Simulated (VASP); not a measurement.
A cell of LiF (rock salt) near equilibrium:

```
CELL_PARAMETERS angstrom
      0.00000     1.98967     1.98967
      1.98967     0.00000     1.98967
      1.98967     1.98967     0.00000
ATOMIC_POSITIONS crystal
  Li 0.00000 0.00000 0.00000
  F  0.50000 0.50000 0.50000
```

Level of theory: r2SCAN meta-GGA, VASP's PBE PAW potentials (set 64) (plane waves; VASP).

| run | ΔE (meV/atom) | σxx | σyy | σzz | largest shear component, with its sign (GPa) | gap (eV) |
|---|---|---|---|---|---|---|
| as it is | 0.0 | -0.33 | -0.33 | -0.33 | 0.00 | 10.63 |
| after one change | 11.5 | 6.96 | 2.85 | 6.96 | 0.00 | 11.20 |
Stress is in GPa, positive when the cell is compressed; gaps are those on the k-mesh, and 0.00 means metallic.

### Question
What was changed between the two runs?
(A) isotropic strain of +1.0 %
(B) uniaxial strain of +1.0 % along x
(C) biaxial strain of -3.0 % in the xz plane
(D) uniaxial strain of +4.0 % along y

### Answer
C, biaxial strain of -3.0 % in the xz plane

The compound is LiF in the rock salt structure.
